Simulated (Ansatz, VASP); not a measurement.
# Ni in two plane-wave programs, part 2 of 2

One calculation is typed for both programs; each brings its own data sets. How far apart do they land? The structure shown is the end of the Ansatz relaxation below.

VASP 6.6.1 and Ansatz 0.2.0.

So far: Set-up; Ansatz: relaxation, PBEsol; VASP: single point, PBEsol, pair 1; Differences.

## Step 5: Ansatz: relaxation, PBEsol

Level of this step: Ansatz beside VASP: Kohn-Sham DFT, plane waves, PBEsol (Ansatz).

This run makes the geometry at which the two programs are then compared. The cell compared in this pair holds 30.28 Å³, against 29.84 Å³ for the pair before.

The structure compared here is the end of the Ansatz relaxation.

The input, input.yaml:

```yaml
crystal:
  lattice:
    - [2.39953098, 0.0, 0.0]
    - [-1.19976549, 2.0780547858, 0.0]
    - [0.0, 0.0, 6.069548936]
  atoms:
    - { symbol: Ni, position: [0.0, 0.0, 0.0], spin: 0.7 }
    - { symbol: Ni, position: [0.3333333, 0.6666667, 0.3333333], spin: 0.7 }
    - { symbol: Ni, position: [0.6666667, 0.3333333, 0.6666667], spin: 0.7 }
magnetization:
  spin_polarized: true
kpoints:
  mp_grid: { grid: [20, 20, 7] }
scf:
  occupations: { method: fermi_dirac, width: 0.05 }
hamiltonian:
  xc: pbesol
  pseudopotentials: { kind: paw, azcp: { folder: soft_1 }, xc_functional: pbe }
basis:
  ecutwfc: 600
output:
  forces: true
  stress: true
relax:
  f_tol: 0.005
  max_steps: 70
  cell: { stress_tol: 0.02, p_target: 0, fix: [a, b, alpha, beta, gamma] }
```

Launch:

```sh
> ansatz run input.yaml --threads 4 --pin off --max-ram 10240MiB --backend cpu --events-out ev --progress --plain --runs-dir out
```

Numbers of over 12 decimals in the logs are rounded to 6 here.

Output:

```text
[...]
Crystal: 3 atoms, lattice volume = 30.265 Å³
Basis set: ecut = 600 eV, 1033 PW (Γ), exchange–correlation on 40×40×100 points (8 copies of the dense FFT grid, shifted against one another)
Bands: 34, of which v1, the nominal top of the filled ones, is band 27 counted from 1 (26 counted from 0)
Symmetry: 36 space group operations
[...]
P = ⅓ Tr σ = 7.4543 GPa (74.543 kbar)
--- Relaxed structure (3 steps of the walk, 3 accepted, 1 SCFs on fresh bases) ---
[...]
cell:  # Å, volume = 30.2763 Å³
    - [2.399531, 0, 0]
    - [-1.199765, 2.078055, 0]
    - [0, 0, 6.071822]
  atoms:
    - { symbol: Ni, position: [0, 0, 0.0] }
    - { symbol: Ni, position: [0.333333, 0.666667, 0.333333] }
    - { symbol: Ni, position: [0.666667, 0.333333, 0.666667] }
[key lines of the parts left out:]
SCF converged after 7 iterations
Magnetization: 1.8774 μB (27.9387 up, 26.0613 down)
Free energy (F): -17414.927185 eV
Fermi energy:    19.519341 eV
```

## Step 6: VASP: single point, PBEsol, pair 2

The same cell, functional, mesh and smearing now go to VASP, with its own data sets.

The input, INCAR:

```
SYSTEM = Ni
PREC = Accurate
ENCUT = 600
EDIFF = 1E-06
NELM = 200
ISMEAR = -1
SIGMA = 0.05
LREAL = .FALSE.
ALGO = Normal
GGA = PS
NBANDS = 24
ISPIN = 2
MAGMOM = 0.66 0.66 0.66
LASPH = .TRUE.
LMAXMIX = 4
LORBIT = 11
LWAVE = .FALSE.
LCHARG = .FALSE.
ISIF = 2
GGA_COMPAT = .FALSE.
KPAR = 2
```

The input, POSCAR:

```
Ni
1.0
    2.3995309800      0.0000000000      0.0000000000
   -1.1997654900      2.0780547858      0.0000000000
    0.0000000000      0.0000000000      6.0718223732
Ni
3
Direct
    0.0000000000      0.0000000000      0.0000000000
    0.3333333333      0.6666666667      0.3333333333
    0.6666666667      0.3333333333      0.6666666667
```

The input, KPOINTS:

```
Automatic mesh
0
Gamma
20 20 7
0 0 0
```

Potentials, in the order of the species: Ni (PBE family, release 64).

Launch:

```sh
> mpirun -np 2 vasp_std
```

Output:

```text
[banner, memory and clock lines left out]
running    2 mpi-ranks, on    1 nodes
[...]
[... a notice as in an earlier step ...]

 LDA part: xc-table for (Slater+PW92), standard interpolation
 POSCAR, INCAR and KPOINTS ok, starting setup
[...]
entering main loop
       N       E                     dE             d eps       ncg     rms          rms(c)
DAV:   1     0.174542837766E+03    0.17454E+03   -0.14431E+04 27896   0.198E+03
DAV:   2    -0.128537803873E+02   -0.18740E+03   -0.17462E+03 26472   0.318E+02
DAV:   3    -0.218730225332E+02   -0.90192E+01   -0.86885E+01 30584   0.935E+01
DAV:   4    -0.219970667828E+02   -0.12404E+00   -0.12398E+00 33104   0.990E+00
[...]
DAV:  11    -0.183859996834E+02    0.28192E-03   -0.14704E-04 36440   0.149E-01    0.382E-02
DAV:  12    -0.183859827548E+02    0.16929E-04   -0.15797E-05 33120   0.386E-02    0.204E-02
DAV:  13    -0.183859821538E+02    0.60098E-06   -0.34881E-06 29072   0.190E-02
   1 F= -.18385982E+02 E0= -.18365752E+02  d E =-.404610E-01  mag=     1.8450
```

Parts of OUTCAR (step 6):

```text
  Total        2.0112365      2.0112365     -0.0680303      0.0000000     -0.0000000      0.0000000
  in kB      106.4317771    106.4317771     -3.6000650      0.0000000     -0.0000000      0.0000000
  external PRESSURE =      69.7544964 kB  Pullay stress =       0.0000000 kB

 POSITION                                       TOTAL-FORCE (eV/Angst)
 -----------------------------------------------------------------------------------
      0.00000      0.00000      0.00000        -0.000000     -0.000000      0.000000
     -0.00000      1.38537      2.02394         0.000000     -0.000000      0.000000
      1.19977      0.69268      4.04788        -0.000000      0.000000     -0.000000
 -----------------------------------------------------------------------------------
    total drift:                               -0.000000      0.000000      0.000000

  FREE ENERGIE OF THE ION-ELECTRON SYSTEM (eV)
  ---------------------------------------------------
  free  energy   TOTEN  =       -18.3859821538 eV

  energy  without entropy=      -18.3455211199  energy(sigma->0) =      -18.36575164

 magnetization (x)
# of ion       s       p       d       tot
------------------------------------------
    1       -0.006  -0.024   0.648   0.618
    2       -0.006  -0.024   0.648   0.618
    3       -0.006  -0.024   0.648   0.618
--------------------------------------------------
tot         -0.018  -0.071   1.943   1.854

[... 1 part as in an earlier step ...]

[... 2 further parts left out ...]
[key lines of the parts left out:]
E-fermi :  10.2867
```

The run ends at a pressure of 6.98 GPa.

## Step 7: Differences

What differs besides the data sets and the points named for the pairs above, as far as they apply: the data sets hold 54 valence electrons in Ansatz (on its PAW soft_1 files) and 30 in VASP. Total energies have different zeros and are not compared.

Both answers:

```csv
quantity,Ansatz,VASP,difference
pressure (GPa),7.45,6.98,+0.48
total moment (μB),1.88,1.84,+0.03
moment on Ni1 (μB),0.66,0.62,+0.04
moment on Ni2 (μB),0.66,0.62,+0.04
moment on Ni3 (μB),0.66,0.62,+0.04
```

## Step 8: Ansatz: relaxation, PBEsol

This run makes the geometry at which the two programs are then compared. The cell compared in this pair holds 30.71 Å³, against 30.28 Å³ for the pair before.

The structure compared here is the end of the Ansatz relaxation.

Edit input.yaml of step 5 so:

```diff
@@ -2,5 +2,5 @@
   lattice:
-    - [2.39953098, 0.0, 0.0]
-    - [-1.19976549, 2.0780547858, 0.0]
-    - [0.0, 0.0, 6.069548936]
+    - [2.42401599, 0.0, 0.0]
+    - [-1.212007995, 2.0992594265, 0.0]
+    - [0.0, 0.0, 6.033563468]
   atoms:
```

Launch:

```sh
> ansatz run input.yaml --threads 4 --pin off --max-ram 10240MiB --backend cpu --events-out ev --progress --plain --runs-dir out
```

Output:

```text
[...]
Crystal: 3 atoms, lattice volume = 30.703 Å³
Basis set: ecut = 600 eV, 1021 PW (Γ), exchange–correlation on 40×40×100 points (8 copies of the dense FFT grid, shifted against one another)
Bands: 34, of which v1, the nominal top of the filled ones, is band 27 counted from 1 (26 counted from 0)
Symmetry: 36 space group operations
[...]
P = ⅓ Tr σ = 3.5514 GPa (35.514 kbar)
--- Relaxed structure (3 steps of the walk, 3 accepted, 1 SCFs on fresh bases) ---
[...]
cell:  # Å, volume = 30.7120 Å³
    - [2.424016, 0, 0]
    - [-1.212008, 2.099259, 0]
    - [0, 0, 6.035402]
  atoms:
    - { symbol: Ni, position: [0, 0, 0] }
    - { symbol: Ni, position: [0.333333, 0.666667, 0.333333] }
    - { symbol: Ni, position: [0.666667, 0.333333, 0.666667] }
[key lines of the parts left out:]
SCF converged after 6 iterations
Magnetization: 1.8821 μB (27.9411 up, 26.0589 down)
Free energy (F): -17414.958852 eV
Fermi energy:    19.176989 eV
```

## Step 9: VASP: single point, PBEsol, pair 3

The same cell, functional, mesh and smearing now go to VASP, with its own data sets.

INCAR is that of step 6.

The input, POSCAR:

```
Ni
1.0
    2.4240159900      0.0000000000      0.0000000000
   -1.2120079950      2.0992594265      0.0000000000
    0.0000000000      0.0000000000      6.0354023431
Ni
3
Direct
    0.0000000000      0.0000000000      0.0000000000
    0.3333333333      0.6666666667      0.3333333333
    0.6666666667      0.3333333333      0.6666666667
```

KPOINTS is that of step 6.

Launch:

```sh
> mpirun -np 2 vasp_std
```

Output:

```text
[... set-up lines as in an earlier step ...]
 entering main loop
       N       E                     dE             d eps       ncg     rms          rms(c)
DAV:   1     0.174288107443E+03    0.17429E+03   -0.14490E+04 27888   0.198E+03
DAV:   2    -0.128624318374E+02   -0.18715E+03   -0.17421E+03 26528   0.317E+02
DAV:   3    -0.219201679405E+02   -0.90577E+01   -0.87083E+01 30528   0.935E+01
DAV:   4    -0.220435200783E+02   -0.12335E+00   -0.12329E+00 32976   0.988E+00
[...]
DAV:  12    -0.184168491379E+02    0.15489E-04   -0.15234E-05 33184   0.385E-02    0.201E-02
DAV:  13    -0.184168481209E+02    0.10170E-05   -0.31711E-06 28376   0.182E-02    0.893E-03
DAV:  14    -0.184168477142E+02    0.40664E-06   -0.42036E-07 16784   0.539E-03
   1 F= -.18416848E+02 E0= -.18396431E+02  d E =-.408343E-01  mag=     1.8517
```

From OUTCAR (step 9):

```text
  Total        0.9599797      0.9599797     -0.0458922      0.0000000      0.0000000      0.0000000
  in kB       50.0800548     50.0800548     -2.3940985      0.0000000      0.0000000      0.0000000
  external PRESSURE =      32.5886704 kB  Pullay stress =       0.0000000 kB

 POSITION                                       TOTAL-FORCE (eV/Angst)
 -----------------------------------------------------------------------------------
      0.00000      0.00000      0.00000        -0.000000     -0.000000      0.000000
     -0.00000      1.39951      2.01180         0.000000     -0.000000      0.000000
      1.21201      0.69975      4.02360        -0.000000      0.000000     -0.000000
 -----------------------------------------------------------------------------------
    total drift:                               -0.000000      0.000000      0.000000

  FREE ENERGIE OF THE ION-ELECTRON SYSTEM (eV)
  ---------------------------------------------------
  free  energy   TOTEN  =       -18.4168477142 eV

  energy  without entropy=      -18.3760134091  energy(sigma->0) =      -18.39643056

 magnetization (x)
# of ion       s       p       d       tot
------------------------------------------
    1       -0.006  -0.024   0.651   0.621
    2       -0.006  -0.024   0.651   0.621
    3       -0.006  -0.024   0.651   0.621
--------------------------------------------------
tot         -0.019  -0.071   1.954   1.864

[... 1 part as in an earlier step ...]

[... 2 further parts left out ...]
[key lines of the parts left out:]
E-fermi :  10.0713
```

The run ends at a pressure of 3.26 GPa.

## Step 10: Side by side

What differs besides the data sets and the points named for the pairs above, as far as they apply: the data sets hold 54 valence electrons in Ansatz (on its PAW soft_1 files) and 30 in VASP. Total energies have different zeros and are not compared.

Compared:

```
          quantity  Ansatz  VASP  difference
    pressure (GPa)    3.55  3.26       +0.29
 total moment (μB)    1.88  1.85       +0.03
moment on Ni1 (μB)    0.66  0.62       +0.04
moment on Ni2 (μB)    0.66  0.62       +0.04
moment on Ni3 (μB)    0.66  0.62       +0.04
```

## Step 11: What came out

- difference in total moment (single point, PBEsol, pair 1): 0.036 μB
- difference in pressure (single point, PBEsol, pair 1): 0.58 GPa
- difference in total moment (single point, PBEsol, pair 2): 0.032 μB
- difference in total moment (single point, PBEsol, pair 3): 0.030 μB

**Reading.** The difference in pressure is 0.58 GPa (single point, PBEsol, pair 1), within the 1 GPa picked in this series as the mark of a large difference. The data sets hold unlike numbers of valence electrons (54 in Ansatz and 30 in VASP), so part of the differences comes from the potentials. 1 further run of this series is not shown here. Such differences can come from data sets, numerical settings and the points named under the comparisons, not from the functional's error against experiment.

[Lines on the potential files, build, host, timing and source positions are cut from VASP's logs without a mark.]

[Logs are printed without paths, hosts, clocks, repeated set-up lines and the standing remarks that a program may print on its own settings, such as how far it seeks lower states.]

[Hosts, paths, dates, database ids (printed as entryN), source tags and the programs' standing remarks are cut or masked in the printed files.]
